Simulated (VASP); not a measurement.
```
CELL_PARAMETERS angstrom
      4.72306     0.00000     0.00000
      0.00000     4.72306     0.00000
      0.00000     0.00000     5.95145
ATOMIC_POSITIONS crystal
  Yb 0.50000 0.00000 0.23680
  Yb 0.00000 0.50000 0.76320
  Se 0.00000 0.00000 0.00000
  Se 0.50000 0.50000 0.00000
```

The base run (VASP): PBE GGA, plane waves, VASP's PBE PAW potentials (set 64). Run with 400 eV cut-off, 4×4×4 Γ-centred mesh, Gaussian smearing of 0.050 eV, potentials Yb_2 Se.

The 4f electrons are frozen in the core of the lanthanide potential, so 4f levels, which can set the real gap, and their magnetism are missing.

The base run took about 10 core-seconds. Costs are core time on shared hosts, one run each; read them as rough ratios.

Pressures at a finite cut-off, here 400 eV, hold a Pulay part, which this task's highest cut-off puts under 0.2 GPa.

```json
[
 {"setting": "GGA = PS", "cost over the base run": "within a factor of 2", "electronic steps": "15", "pressure (GPa)": "2.84"},
 {"setting": "base run", "cost over the base run": "reference", "electronic steps": "15", "pressure (GPa)": "4.92"},
 {"setting": "IVDW = 13", "cost over the base run": "within a factor of 2", "electronic steps": "15", "pressure (GPa)": "3.76"},
 {"setting": "IVDW = 11", "cost over the base run": "within a factor of 2", "electronic steps": "15", "pressure (GPa)": "4.02"},
 {"setting": "GGA = RP", "cost over the base run": "within a factor of 2", "electronic steps": "16", "pressure (GPa)": "6.45"},
 {"setting": "AGGAC = 0.0, GGA = BO, LUSE_VDW = .TRUE., PARAM1 = 0.1833333333, PARAM2 = 0.22", "cost over the base run": "about 3 times", "electronic steps": "15", "pressure (GPa)": "4.61"},
 {"setting": "GGA removed, LMIXTAU = .TRUE., METAGGA = TPSS", "cost over the base run": "(withheld)", "electronic steps": "(withheld)", "pressure (GPa)": "(withheld)"}
]
```

Problem. Fill in the missing entries.

Solution. 
- GGA removed, LMIXTAU = .TRUE., METAGGA = TPSS, cost over the base run: about 5 times
- GGA removed, LMIXTAU = .TRUE., METAGGA = TPSS, electronic steps: 21
- GGA removed, LMIXTAU = .TRUE., METAGGA = TPSS, pressure (GPa): 5.04

Left out are runs that failed, have no time on record or changed the cell.

The structure was generated: YbSe was put into the litharge type (P4/nmm), which need not be its known phase. The cell was not relaxed at this level.
